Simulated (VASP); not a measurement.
Input:

```
CELL_PARAMETERS angstrom
      4.06182     0.00000     0.00000
      0.00000     4.06182     0.00000
      0.00000     0.00000     4.06182
ATOMIC_POSITIONS crystal
  Cs 0.00000 0.00000 0.00000
  Cl 0.50000 0.50000 0.50000
```

All values below come from MS2 meta-GGA, VASP's PBE PAW potentials (set 64) (plane waves; VASP). Numerical set-up: 520 eV cut-off, 7×7×7 Γ-centred mesh, Gaussian smearing of 0.050 eV, potentials Cs_sv Cl.

Question: Give the stress tensor in GPa (positive for a compressed cell).

Answer: 
```
1.25  0.00  0.00
0.00  1.25  0.00
0.00  0.00  1.25
```
The pressure is its mean diagonal, 1.25 GPa.

The compound is CsCl in the CsCl type structure. This cell is one point of a volume scan, at 0.94 of the reference volume.
